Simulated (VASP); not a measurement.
All values below come from RPBE GGA, VASP's PBE PAW potentials (set 64) (plane waves; VASP 6.6.1).

Input for VASP

**INCAR**
```
! general
SYSTEM  = MgI2
PREC    = Accurate
ENCUT   = 520
LREAL   = F   ! projection in real space or not
LASPH   = T

! electronic loop
EDIFF   = 1E-7   ! SCF stop (eV)
NELM    = 100
ALGO    = Normal   ! blocked Davidson
LMAXMIX = 4   ! l cut-off of mixed one-centre charges

! smearing
ISMEAR  = -5   ! tetrahedra, Bloechl

! functional
GGA     = RP

! ions
ISIF    = 2   ! forces and stress, cell fixed

! output
LWAVE   = F
LCHARG  = T
LORBIT  = 11
NEDOS   = 601   ! DOS grid

! other
LEFG    = T
```

File KPOINTS:
```
Automatic mesh
0
Gamma
7 7 3
0 0 0
```

File POSCAR:
```
MgI2
1
    2.1414333101    -3.7090708301     0.0000000000
    2.1414333101     3.7090708301    -0.0000000000
   -0.0000000000     0.0000000000     8.2007988396
Mg I
1 2
Direct
  0.0000000000   0.0000000000   0.0000000000
  0.3333330000   0.6666670000   0.2044035861
  0.6666670000   0.3333330000   0.7955964139
```

POTCAR, in this order: Mg I (PBE.64 set). Program: vasp_std.

The resulting files:

**OSZICAR**
```
       N       E                     dE             d eps       ncg     rms          rms(c)
DAV:   1     0.845878623059E+02    0.84588E+02   -0.56861E+03   480   0.102E+03
DAV:   2     0.139432608350E+00   -0.84448E+02   -0.79870E+02   716   0.148E+02
DAV:   3    -0.713967373883E+01   -0.72791E+01   -0.72522E+01   604   0.519E+01
DAV:   4    -0.730864762850E+01   -0.16897E+00   -0.16893E+00   620   0.980E+00
DAV:   5    -0.731172727457E+01   -0.30796E-02   -0.30796E-02   616   0.142E+00    0.376E+00
DAV:   6    -0.715015122143E+01    0.16158E+00   -0.19749E-01   516   0.245E+00    0.271E+00
DAV:   7    -0.712311127127E+01    0.27040E-01   -0.19255E-01   552   0.251E+00    0.875E-01
DAV:   8    -0.712183822291E+01    0.12730E-02   -0.12644E-02   556   0.701E-01    0.257E-01
DAV:   9    -0.712217988572E+01   -0.34166E-03   -0.15711E-03   616   0.290E-01    0.951E-02
DAV:  10    -0.712216521506E+01    0.14671E-04   -0.37946E-05   632   0.528E-02    0.521E-02
DAV:  11    -0.712218739201E+01   -0.22177E-04   -0.48747E-05   584   0.563E-02    0.261E-02
DAV:  12    -0.712218945811E+01   -0.20661E-05   -0.22693E-06   628   0.113E-02    0.130E-02
DAV:  13    -0.712218960296E+01   -0.14486E-06   -0.37041E-08   456   0.185E-03    0.109E-02
DAV:  14    -0.712219074812E+01   -0.11452E-05   -0.14237E-06   568   0.928E-03    0.407E-03
DAV:  15    -0.712219071776E+01    0.30357E-07   -0.26553E-08   440   0.129E-03
   1 F= -.71221907E+01 E0= -.71221907E+01  d E =0.000000E+00
```

### OUTCAR
```
------------------------ aborting loop because EDIFF is reached ----------------------------------------
  FORCE on cell =-STRESS in cart. coord.  units (eV):
  Direction    XX          YY          ZZ          XY          YZ          ZX
  --------------------------------------------------------------------------------------
  Total       -0.0359442     -0.0359442      0.0469685      0.0000000      0.0000000      0.0000000
  in kB       -0.4420630     -0.4420629      0.5776462      0.0000000      0.0000000      0.0000000
  external PRESSURE =      -0.1021599 kB  Pullay stress =       0.0000000 kB
  volume of cell :      130.27
      direct lattice vectors                 reciprocal lattice vectors
     2.141433310 -3.709070830  0.000000000     0.233488476 -0.134804651  0.000000000
     2.141433310  3.709070830  0.000000000     0.233488476  0.134804651  0.000000000
     0.000000000  0.000000000  8.200798840     0.000000000  0.000000000  0.121939340
 POSITION                                       TOTAL-FORCE (eV/Angst)
 -----------------------------------------------------------------------------------
      0.00000      0.00000      0.00000         0.000000      0.000000      0.000000
      2.14143      1.23636      1.67627         0.000000     -0.000000     -0.016368
      2.14143     -1.23636      6.52453        -0.000000      0.000000      0.016368
 -----------------------------------------------------------------------------------
    total drift:                               -0.000000     -0.000000      0.000000
  FREE ENERGIE OF THE ION-ELECTRON SYSTEM (eV)
  ---------------------------------------------------
  free  energy   TOTEN  =        -7.1221907178 eV

  energy  without entropy=       -7.1221907178  energy(sigma->0) =       -7.12219072

 total charge

# of ion       s       p       d       tot
------------------------------------------
    1        0.130   0.097   0.023   0.250
    2        1.504   2.826   0.010   4.340
    3        1.504   2.826   0.010   4.340
--------------------------------------------------
tot          3.138   5.749   0.043   8.929

 Electric field gradients after diagonalization (V/A^2)
 (convention: |V_zz| > |V_xx| > |V_yy|)
----------------------------------------------------------------------
 ion       V_xx      V_yy      V_zz     asymmetry (V_yy - V_xx)/ V_zz
----------------------------------------------------------------------
   1      -0.366    -0.366     0.731       0.000
   2      31.242    31.240   -62.482       0.000
   3      31.242    31.240   -62.482       0.000
```
(Selected blocks of OUTCAR.)

Without a dispersion term in the relaxation, distances and binding between the weakly bound layers, chains or molecules are unreliable, and so is what depends on them.

The compound is MgI2 in the 1T layered structure. It was relaxed first, which changed the volume by +27 %.
